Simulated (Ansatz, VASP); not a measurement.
# Ta (Ta wire along [111], 2 atoms a period): VASP beside Ansatz

One calculation is typed for both programs; each brings its own data sets. How far apart do they land? Of the first pair: The structure shown is the start of the Ansatz relaxation below; VASP solves that cell, so the two are compared at the walk's first step.

Method: plane waves, with VASP 6.6.1 beside it; PBE, in Ansatz 0.2.0.

**1. The starting structure**

The cell holds 2 atoms: 2 Ta. Its edges and angles: a = 9.148 Å, b = 8.155 Å, c = 2.875 Å, α = 90.0°, β = 90.0°, γ = 90.0°. Vacuum lies along a and b. The structure's axis is c.

**2. Ansatz: relaxation, PBE**

Ansatz runs on its default PAW (the set named soft_2) files.

The two programs are compared at the cell with which this relaxation starts, whose forces are those of its first step.

File input.yaml:

```yaml
crystal:
  lattice:
    - [9.148, 0.0, 0.0]
    - [0.0, 8.155, 0.0]
    - [0.0, 0.0, 2.8752043406]
  atoms:
    - { symbol: Ta, position: [0.371665938, 0.416922134, 0.0] }
    - { symbol: Ta, position: [0.628289737, 0.583124994, 0.666666667] }
kpoints:
  mp_grid: { grid: [1, 1, 28] }
scf:
  occupations: { method: fermi_dirac, width: 0.05 }
hamiltonian:
  xc: pbe
relax:
  cell: { fix: [a, b, alpha, beta, gamma] }
  max_steps: 60
```

Run with:

```sh
ansatz run input.yaml --threads 4 --pin off --max-ram 16384MiB --backend cpu --events-out ev --progress --plain --runs-dir out
```

Numbers of over 12 decimals in the logs are rounded to 6 here.

Output:

```text
Engine: ansatz 0.2.0, aarch64-unknown-linux-gnu
Pseudopotentials: kind: paw
Pseudopotential: Ta, paw, valence charge 13, recommended cutoff 420 eV (normal), Ta.paw.azcp
Functional definition: PBE
  parameter kappa = 0.804
  parameter beta = 0.066725
  exchange = pbe_x(kappa = kappa, mu = beta*pi^2/3)
  correlation = pbe_c(beta = beta)
Crystal: 2 atoms, lattice volume = 214.496 Å³
Basis set: ecut = 420 eV, 4197 PW (Γ), exchange–correlation on 128×120×40 points (8 copies of the dense FFT grid, shifted against one another)
Bands: 17, of which v1, the nominal top of the filled ones, is band 13 counted from 1 (12 counted from 0)
Symmetry: 2 space group operations
Space group: P-1 (ITA 2), of the structure as read, at distance tolerance 6.0e-5 Å
k-points: 15 of 28
Non-local potential: Ta, projectors of the file, l = 0: 3, l = 1: 2, l = 2: 2, l = 3: 1
PAW form: soft (Blöchl's): semilocal exchange-correlation on the pseudo side does not see the compensation charge
PAW one-centre angular grid: Ta, 590 points (default); XC on 64 Gauss nodes
Initial density: superposition of atomic densities (neutral atoms: chi_scale 0, normalization atom), corrected by the library's trained network
Initial wavefunctions: pseudopotential atomic-orbital guess
Functional: x = pbe(κ = 0.804, μ = 0.219515), c = pbe(β = 0.066725)
SCF iter   1: F=—  HF=-19856.239671 eV  |F-HF|=—  |Δ(HF+E_count)|=         —  Δρ=4.80e-3  dr2=7.00e-2  ethr=1.77e-3  ⟨swp⟩=5.3  Hψ=1212  notcnv=0
preconditioner: auto → LDOS  [metal: Δε(μ)=0.042 eV  Ē_g=2.115 eV  σ=0.050 eV  W_gap=0.21  n_scr=20 (ndim 8)  ℏωp=8.0 eV  f_vac=0.548  D(μ)=5.27/eV (n_scr^D=26)  β→1.0]
SCF iter   2: F=—  HF=-19856.236346 eV  |F-HF|=—  |Δ(HF+E_count)|=   3.33e-3  Δρ=1.98e-3  dr2=1.61e-2  ethr=2.69e-4  ⟨swp⟩=2.8  Hψ=535  notcnv=0
SCF iter   3: F=—  HF=-19856.235969 eV  |F-HF|=—  |Δ(HF+E_count)|=   3.76e-4  Δρ=8.02e-4  dr2=4.52e-3  ethr=6.17e-5  ⟨swp⟩=2.2  Hψ=424  notcnv=0
SCF iter   4: F=—  HF=-19856.235553 eV  |F-HF|=—  |Δ(HF+E_count)|=   4.17e-4  Δρ=3.07e-4  dr2=4.94e-4  ethr=1.74e-5  ⟨swp⟩=2.1  Hψ=327  notcnv=0
SCF iter   5: F=—  HF=-19856.235542 eV  |F-HF|=—  |Δ(HF+E_count)|=   1.05e-5  Δρ=6.56e-5  dr2=3.02e-5  ethr=1.90e-6  ⟨swp⟩=2.0  Hψ=317  notcnv=0
SCF iter   6: F=—  HF=-19856.235614 eV  |F-HF|=—  |Δ(HF+E_count)|=   7.17e-5  Δρ=1.53e-5  dr2=7.37e-7  ethr=1.16e-7  ⟨swp⟩=2.0  Hψ=334  notcnv=0
SCF iter   7: F=-19856.235614 eV  HF=-19856.235614 eV  |F-HF|=2.06e-8  |Δ(HF+E_count)|=   4.04e-7  Δρ=5.27e-6  dr2=7.39e-8  ethr=3.85e-10  ⟨swp⟩=5.0  Hψ=996  notcnv=0
SCF 1 converged in 7 iterations: F = -19856.235614 eV  dr2 = 7.39e-8
  greatest PAW one-centre occupation: 0.999 electrons in one spin orbital (limit 2), on the Ta atom at site 1 (counted from 0), in its partial waves of l = 0
relax step   1: F+E_penalty+E_count = -19856.23561424 eV  Δ(F+E_penalty+E_count) = +0.000e0 eV  max|allowed force component| = 2.781e0 eV/Å  Δτ_max = 0.0000 Å  P = -5.070 GPa  Ω = 214.496 Å³  fix = [a, b, alpha, beta, gamma]  reactions: a -4.692, b -1.769 GPa; alpha +0.083, beta +0.155, gamma +2.810 GPa/rad  (7 SCF iters, dr2 threshold 1.00e-7 eV, accepted)
[...]
relax step   8: F+E_penalty+E_count = -19858.13931164 eV  Δ(F+E_penalty+E_count) = -7.423e-4 eV  max|allowed force component| = 3.018e-2 eV/Å  Δτ_max = 0.1000 Å  P = -0.109 GPa  Ω = 204.299 Å³  energy of the carried Pulay correction = +4.683e-4 eV  fix = [a, b, alpha, beta, gamma]  reactions: a +0.002, b -0.218 GPa; alpha -0.008, beta -0.009, gamma +0.081 GPa/rad  (7 SCF iters, dr2 threshold 3.73e-8 eV, accepted)
[...]
relax step   9: F+E_penalty+E_count = -19858.13979348 eV  Δ(F+E_penalty+E_count) = -4.818e-4 eV  max|allowed force component| = 3.827e-2 eV/Å  Δτ_max = 0.0423 Å  P = -0.020 GPa  Ω = 204.114 Å³  energy of the carried Pulay correction = +4.770e-4 eV  fix = [a, b, alpha, beta, gamma]  reactions: a +0.092, b -0.167 GPa; alpha +0.002, beta +0.002, gamma +0.008 GPa/rad  (7 SCF iters, dr2 threshold 5.69e-8 eV, accepted)
[...]
relax step  10: F+E_penalty+E_count = -19858.13987281 eV  Δ(F+E_penalty+E_count) = -7.933e-5 eV  max|allowed force component| = 3.045e-3 eV/Å  Δτ_max = 0.0025 Å  P = -0.052 GPa  Ω = 204.081 Å³  energy of the carried Pulay correction = +4.786e-4 eV  fix = [a, b, alpha, beta, gamma]  reactions: a +0.043, b -0.199 GPa; alpha -0.003, beta -0.004, gamma +0.047 GPa/rad  (4 SCF iters, dr2 threshold 9.16e-8 eV, accepted)
[...]
relax step  11: F+E_penalty+E_count = -19858.13948017 eV  Δ(F+E_penalty+E_count) = +3.926e-4 eV  max|allowed force component| = 3.037e-3 eV/Å  Δτ_max = 0.0000 Å  P = -0.053 GPa  Ω = 204.081 Å³  fix = [a, b, alpha, beta, gamma]  reactions: a +0.043, b -0.198 GPa; alpha -0.003, beta -0.004, gamma +0.047 GPa/rad  stress off target by 3.30e-3 GPa on what of the cell is left free  SCF on the basis re-selected at this cell (its energy is not comparable with the rows above)  (6 SCF iters)
basis re-selected at this cell: Δ(F+E_penalty+E_count) = +3.926e-4 eV, ΔP = -0.001 GPa vs the last step (what re-selecting the basis moved, of the pressure what is left beyond the Pulay correction that the steps carried, after the strain that the cell walked since its last selection, with what the two solves' SCF thresholds leave and, on support functions, any second-order correction that the steps lacked; it is no m [...]
SCF converged after 6 iterations
Free energy (F): -19858.139480 eV
Harris-Foulkes:  -19858.139480 eV  (|F-HF|=7.28e-12)
Internal energy: -19858.130751 eV  (E = F + TS)
E sigma→0 (E₀):  -19858.135116 eV
Entropy (-TS):   -0.008729 eV (-4.365 meV/atom)
Fermi energy:    0.359819 eV
--- Per-component energies (eV) ---
  E_band       = -695.467855
  E_kinetic    = 726.693138
  E_local      = -5650.535986  (includes V_loc(G=0)·N_el)
  E_nonlocal   = 33.893944
  E_hartree    = 2409.867829
  E_xc         = -430.890629
  E_vxc        = -399.946327  (∫ρ·V_xc dr)
  E_paw        = -16793.362245  (= ΣΔE_a)
  E_vpaw       = -225.308767  (= ΣTr[D̂ρ^β])
  E_aug_tail   = 0.000310  (compensation charges beyond the density's cutoff)
  E_ewald      = -153.797111
  E_smearing   = -0.008729  (= −TS)
  E_closure    = -0.000000  (closes the sum)
  Σ components = -19858.139480   (vs F -19858.139480, Δ=0.00e0)
--- Forces (eV/Å), atoms counted from 1 ---
  atom   1  Ta    -0.00099061    -0.00216425    -0.00303738
  atom   2  Ta     0.00099061     0.00216425     0.00303738
  max |Σ_I F_I| component: 0.00e0 eV/Å
--- Stress (GPa, compression-positive) ---
        0.043037      -0.046969       0.003892
       -0.046969      -0.198371       0.003107
        0.003892       0.003107      -0.003298
  P = ⅓ Tr σ = -0.0529 GPa (-0.529 kbar)
--- Relaxed structure (10 steps of the walk, 9 accepted, 1 SCFs on fresh bases) ---
  F+E_penalty+E_count = -19858.13948017 eV   max|allowed force component| = 3.037e-3 eV/Å   (the final SCF, on the basis selected at the relaxed cell)
  cell:  # Å, volume = 204.0810 Å³
    - [9.148, 0, 0]
    - [0, 8.155, 0]
    - [0, 0, 2.735600]
  atoms:
    - { symbol: Ta, position: [0.410595, 0.419163, 0.083468] }
    - { symbol: Ta, position: [0.589361, 0.580885, 0.583198] }
```

**3. VASP: single point, PBE, start cell, pair 1**

The same cell, functional, mesh and smearing now go to VASP, with its own data sets.

Lines of VASP's logs that name or quote its potential files are left out, and so is its time.

File INCAR:

```
SYSTEM = Ta
PREC = Accurate
ENCUT = 400
EDIFF = 1E-06
NELM = 120
ISMEAR = -1
SIGMA = 0.05
LREAL = .FALSE.
ALGO = Normal
GGA = PE
NBANDS = 17
LASPH = .TRUE.
LORBIT = 11
LWAVE = .FALSE.
LCHARG = .FALSE.
ISIF = 2
GGA_COMPAT = .FALSE.
```

File POSCAR:

```
Ta
1.0
    9.1480000000      0.0000000000      0.0000000000
    0.0000000000      8.1550000000      0.0000000000
    0.0000000000      0.0000000000      2.8752040000
Ta
2
Direct
    0.3716659379      0.4169221337      1.0000000000
    0.6282897901      0.5831249540      0.6666667826
```

File KPOINTS:

```
Automatic mesh
0
Gamma
1 1 28
0 0 0
```

Potentials, in the order of the species: Ta_pv (PBE family, release 64).

Run with:

```sh
mpirun -np 1 vasp_std
```

Output:

```text
[banner, memory and clock lines left out]
running    1 mpi-ranks, on    1 nodes
 distrk:  each k-point on    1 cores,    1 groups
 distr:  one band on    1 cores,    1 groups

 POSCAR found type information on POSCAR Ta
 POSCAR found :  1 types and       2 ions
 LDA part: xc-table for (Slater+PW92), standard interpolation
 POSCAR, INCAR and KPOINTS ok, starting setup
 FFT: planning ... GRIDC
 FFT: planning ... GRID_SOFT
 FFT: planning ... GRID
 WAVECAR not read
 entering main loop
       N       E                     dE             d eps       ncg     rms          rms(c)
DAV:   1     0.837412575591E+02    0.83741E+02   -0.10350E+04   670   0.799E+02
DAV:   2    -0.113798708591E+02   -0.95121E+02   -0.93839E+02   696   0.192E+02
DAV:   3    -0.170457850438E+02   -0.56659E+01   -0.55028E+01   656   0.373E+01
DAV:   4    -0.172472875145E+02   -0.20150E+00   -0.20024E+00   754   0.616E+00
DAV:   5    -0.172544422367E+02   -0.71547E-02   -0.71352E-02   788   0.793E-01    0.944E+00
DAV:   6    -0.156348653356E+02    0.16196E+01   -0.31893E+00   534   0.106E+01    0.400E+00
DAV:   7    -0.153826465627E+02    0.25222E+00   -0.11554E+00   716   0.558E+00    0.788E-01
DAV:   8    -0.153804473580E+02    0.21992E-02   -0.74108E-02   584   0.178E+00    0.496E-01
DAV:   9    -0.153797630486E+02    0.68431E-03   -0.15720E-02   634   0.645E-01    0.253E-01
DAV:  10    -0.153802993656E+02   -0.53632E-03   -0.30949E-03   593   0.310E-01    0.720E-02
DAV:  11    -0.153807205877E+02   -0.42122E-03   -0.47188E-04   644   0.118E-01    0.269E-02
DAV:  12    -0.153810751032E+02   -0.35452E-03   -0.32349E-04   566   0.104E-01    0.193E-02
DAV:  13    -0.153811659227E+02   -0.90820E-04   -0.84661E-05   570   0.606E-02    0.929E-03
DAV:  14    -0.153811687727E+02   -0.28500E-05   -0.90217E-06   690   0.189E-02    0.492E-03
DAV:  15    -0.153811665706E+02    0.22021E-05   -0.22115E-06   466   0.881E-03    0.182E-03
DAV:  16    -0.153811667933E+02   -0.22271E-06   -0.50220E-07   398   0.369E-03
   1 F= -.15381167E+02 E0= -.15359821E+02  d E =-.426914E-01
```

OUTCAR, selected parts (step 3):

```text
ion  position               nearest neighbor table
   1  0.372  0.417  0.000-   2 2.88   2 3.32
   2  0.628  0.583  0.667-   1 2.88   1 3.32

  LATTYP: Found a simple orthorhombic cell.
 ALAT       =     2.8752040000
 B/A-ratio  =     2.8363204837
 C/A-ratio  =     3.1816872820

 Subroutine GETGRP returns: Found  2 space group operations
 (whereof  1 operations were pure point group operations)

The static configuration has the point symmetry C_1 .
 The point group associated with its full space group is S_2 .

 Found     15 irreducible k-points:

   k-points           NKPTS =     15   k-points in BZ     NKDIM =     15   number of bands    NBANDS=     17

   dimension x,y,z NGX =    60 NGY =   54 NGZ =   20
   dimension x,y,z NGXF=   120 NGYF=  108 NGZF=   40

   ENCUT  =  400.0 eV  29.40 Ry    5.42 a.u.  14.92 13.30  4.69*2*pi/ulx,y,z

   NELECT =      22.0000    total number of electrons

 k-points in reciprocal lattice and weights: Automatic mesh
   0.00000000  0.00000000  0.00000000       0.036
   0.00000000  0.00000000  0.03571429       0.071
   0.00000000  0.00000000  0.07142857       0.071
   0.00000000  0.00000000  0.10714286       0.071
   0.00000000  0.00000000  0.14285714       0.071
   0.00000000  0.00000000  0.17857143       0.071
   0.00000000  0.00000000  0.21428571       0.071
   0.00000000  0.00000000  0.25000000       0.071
   0.00000000  0.00000000  0.28571429       0.071
[...]
0.00000000  0.00000000  0.46428571       0.071
   0.00000000  0.00000000  0.50000000       0.036

 average (electrostatic) potential at core
       1 -45.4353       2 -45.4353

 E-fermi :  -2.2081

 k-point     1 :       0.0000    0.0000    0.0000
  band No.  band energies     occupation
    ...
      8      -5.3091      2.00000
      9      -2.9527      2.00000
     10      -2.9468      2.00000
     11      -2.5002      1.99420
     12      -2.3540      1.89749
     13      -1.4623      0.00000
     14      -1.3456      0.00000
     15      -0.7822      0.00000
     16      -0.7701      0.00000
     17       0.8634      0.00000

 k-point     2 :       0.0000    0.0000    0.0357
  band No.  band energies     occupation
    ...
      8      -5.2555      2.00000
      9      -2.9420      2.00000
     10      -2.9201      2.00000
     11      -2.4935      1.99338
     12      -2.3392      1.86442
     13      -1.4635      0.00000
     14      -1.3507      0.00000
     15      -0.8177      0.00000
     16      -0.7925      0.00000
     17       0.8238      0.00000

 k-point     3 :       0.0000    0.0000    0.0714
  band No.  band energies     occupation
    ...
      8      -5.0961      2.00000
      9      -2.9108      2.00000
     10      -2.8421      1.99999
     11      -2.4732      1.99009
     12      -2.2970      1.71067
     13      -1.4716      0.00000
     14      -1.3692      0.00000
     15      -0.9120      0.00000
     16      -0.8634      0.00000
     17       0.7185      0.00000

  Total       -6.3302401     -2.3988674    -11.7195943     -3.7777114     -0.1044054     -0.1948840
  in kB      -47.2837573    -17.9183508    -87.5395629    -28.2176323     -0.7798569     -1.4556873
  external PRESSURE =     -50.9138903 kB  Pullay stress =       0.0000000 kB

  energy-cutoff  :      400.00
  volume of cell :      214.50
      direct lattice vectors                 reciprocal lattice vectors
     9.148000000  0.000000000  0.000000000     0.109313511  0.000000000  0.000000000
     0.000000000  8.155000000  0.000000000     0.000000000  0.122624157  0.000000000
     0.000000000  0.000000000  2.875204000     0.000000000  0.000000000  0.347801408

 POSITION                                       TOTAL-FORCE (eV/Angst)
 -----------------------------------------------------------------------------------
      3.40000      3.40000      0.00000         2.791818      1.561990      0.081506
      5.74759      4.75538      1.91680        -2.791818     -1.561990     -0.081506
 -----------------------------------------------------------------------------------
    total drift:                                0.000008     -0.000006      0.000009

  FREE ENERGIE OF THE ION-ELECTRON SYSTEM (eV)
  ---------------------------------------------------
  free  energy   TOTEN  =       -15.3811667933 eV

  energy  without entropy=      -15.3384753504  energy(sigma->0) =      -15.35982107

 total charge
# of ion       s       p       d       tot
------------------------------------------
    1        0.396   5.991   2.242   8.629
    2        0.396   5.991   2.242   8.629
--------------------------------------------------
tot          0.792  11.982   4.484  17.258

[... 3 further parts left out ...]
```

**4. Comparison**

Known differences besides the potentials themselves: the data sets hold 26 valence electrons in Ansatz (on its default PAW (the set named soft_2) files) and 22 in VASP; the cutoff is 420 eV in Ansatz and 400 eV in VASP. Total energies have different zeros and are not compared.

Forces (eV/Å; atoms numbered as in POSCAR):

```
atom          Ansatz x, y, z            VASP x, y, z
 Ta1     2.781, 1.555, 0.087     2.792, 1.562, 0.082
 Ta2  -2.781, -1.555, -0.087  -2.792, -1.562, -0.082
```

The forces differ by 7.9 meV/Å r.m.s., which is 0.4 % of the r.m.s. force of 1.848 eV/Å (both taken over all components).

**5. Ansatz: relaxation, PBE**

This run makes the geometry at which the two programs are then compared. The cell compared in this pair holds 204.08 Å³, against 214.50 Å³ for the pair before.

The structure compared here is the end of the Ansatz relaxation.

This is the run of step 2 again, met here at its other cell.

**6. VASP: single point, PBE, cell relaxed in part, pair 2**

The same cell, functional, mesh and smearing now go to VASP, with its own data sets.

Edit INCAR of step 3 so:

```diff
@@ -2,3 +2,3 @@
 PREC = Accurate
-ENCUT = 400
+ENCUT = 500
 EDIFF = 1E-06
```

File POSCAR:

```
Ta
1.0
    9.1480000000      0.0000000000      0.0000000000
    0.0000000000      8.1550000000      0.0000000000
    0.0000000000      0.0000000000      2.7355995073
Ta
2
Direct
    0.4105949080      0.4191625225      0.0834683461
    0.5893607670      0.5808846055      0.5831983209
```

KPOINTS is that of step 3.

Run with:

```sh
mpirun -np 1 vasp_std
```

Output:

```text
[... set-up lines as in an earlier step ...]
 entering main loop
       N       E                     dE             d eps       ncg     rms          rms(c)
DAV:   1     0.107242989963E+03    0.10724E+03   -0.11296E+04   654   0.953E+02
DAV:   2    -0.120040534433E+02   -0.11925E+03   -0.11654E+03   689   0.215E+02
DAV:   3    -0.192285331511E+02   -0.72245E+01   -0.70933E+01   685   0.447E+01
DAV:   4    -0.193839793012E+02   -0.15545E+00   -0.15411E+00   701   0.629E+00
[...]
DAV:  14    -0.172901802817E+02   -0.23681E-04   -0.16513E-05   574   0.281E-02    0.708E-03
DAV:  15    -0.172901818629E+02   -0.15812E-05   -0.43444E-06   607   0.149E-02    0.259E-03
DAV:  16    -0.172901827122E+02   -0.84924E-06   -0.11085E-06   459   0.908E-03
   1 F= -.17290183E+02 E0= -.17285825E+02  d E =-.871620E-02
```

From OUTCAR (step 6):

```text
  Total        0.0800064     -0.2417374      0.0577604     -0.0294609      0.0040408      0.0050935
  in kB        0.6281056     -1.8978058      0.4534590     -0.2312885      0.0317228      0.0399875
  external PRESSURE =      -0.2720804 kB  Pullay stress =       0.0000000 kB

 POSITION                                       TOTAL-FORCE (eV/Angst)
 -----------------------------------------------------------------------------------
      3.75612      3.41827      0.22834        -0.023322     -0.020399     -0.003107
      5.39147      4.73711      1.59540         0.023322      0.020399      0.003107
 -----------------------------------------------------------------------------------
    total drift:                                0.000001      0.000001      0.000003

  FREE ENERGIE OF THE ION-ELECTRON SYSTEM (eV)
  ---------------------------------------------------
  free  energy   TOTEN  =       -17.2901827122 eV

  energy  without entropy=      -17.2814665086  energy(sigma->0) =      -17.28582461

[... 1 part as in an earlier step ...]

[... 2 further parts left out ...]
[key lines of the parts left out:]
E-fermi :  -1.9652
```

**7. Comparison**

What differs besides the data sets and the points named for the pairs above, as far as they apply: the data sets hold 26 valence electrons in Ansatz (on its default PAW (the set named soft_2) files) and 22 in VASP; the cutoff is 420 eV in Ansatz and 500 eV in VASP; Ansatz's pressure holds a Pulay correction, VASP's none. Total energies have different zeros and are not compared.

The two programs side by side:

```
      quantity  Ansatz   VASP  difference
pressure (GPa)   -0.05  -0.03       -0.03
```

The largest component of a force difference here is 22 meV/Å.

**8. What the set-up changes**

Further runs change the set-up of one program: Ansatz's method, potentials or start, or VASP's data sets, cutoff or form of LDA. The table gives Ansatz less VASP for each quantity, since a change that brings one quantity closer may part another.

```
                             run  r.m.s. force difference (meV/Å)  pressure (GPa)
                        as above                               17          -0.026
VASP with the data sets Ta_sv_GW                              8.3            0.19
```

**9. Outcome**

| Item | Value |
| --- | --- |
| r.m.s. force difference (single point, PBE, start cell, pair 1) | 0.43 % of the r.m.s. force |
| r.m.s. force difference (single point, PBE, cell relaxed in part, pair 2) | 17 meV/Å |

**Reading.** The r.m.s. force difference is 17 meV/Å (single point, PBE, cell relaxed in part, pair 2), beyond the 12 meV/Å picked in this series as the mark of a large difference. The data sets hold unlike numbers of valence electrons (26 in Ansatz and 22 in VASP), so part of the differences may come from the potentials. Single point, PBE, cell relaxed in part, pair 2, VASP with the data sets Ta_sv_GW: r.m.s. force difference goes from 17 to 8.3 meV/Å; the difference in pressure goes from -0.026 to 0.19 GPa. Such differences can come from data sets, numerical settings and the points named under the comparisons, not from the functional's error against experiment.

[Lines on the potential files, build, host, timing and source positions are cut from VASP's logs without a mark.]

[Logs are printed without paths, hosts, clocks, repeated set-up lines and the standing remarks that a program may print on its own settings, such as how far it seeks lower states.]

[Hosts, paths, dates, database ids (printed as entryN), source tags and the programs' standing remarks are cut or masked in the printed files.]
